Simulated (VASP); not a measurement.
```yaml
crystal:
  lattice:
    - [0.00000, 2.96465, 2.96465]
    - [2.96465, 0.00000, 2.96465]
    - [2.96465, 2.96465, 0.00000]
  atoms:
    - { symbol: Al, position: [0.25000, 0.25000, 0.25000] }
    - { symbol: Al, position: [0.75000, 0.75000, 0.75000] }
    - { symbol: Au, position: [0.00000, 0.00000, 0.00000] }
```

These are optB88-vdW, VASP's PBE PAW potentials (set 64) (plane waves; VASP) values and carry that method's errors. Numerical set-up: 520 eV cut-off, 9×9×9 Γ-centred mesh, first-order Methfessel-Paxton smearing of 0.10 eV, potentials Al Au.

Unless said otherwise, spin-orbit coupling is left out, though it shifts the bands of the heavy elements here.

Question: Predict the energy per atom (σ→0), pressure, band gap (on the k-mesh) with the smallest direct gap where there is one.

Answer: 
| Item | Result |
|---|---|
| band gap (on the k-mesh) | none (metal, semimetal or under 0.01 eV) |
| energy per atom (σ→0) | -2155 meV/atom |
| pressure | 7.56 GPa |

Only differences to runs with the same potentials and settings are physical.

The compound is AuAl2 in the fluorite structure. This cell is one point of a volume scan, at 0.94 of the reference volume. The electron count is odd and the run is not spin-polarised, which forces a metal.
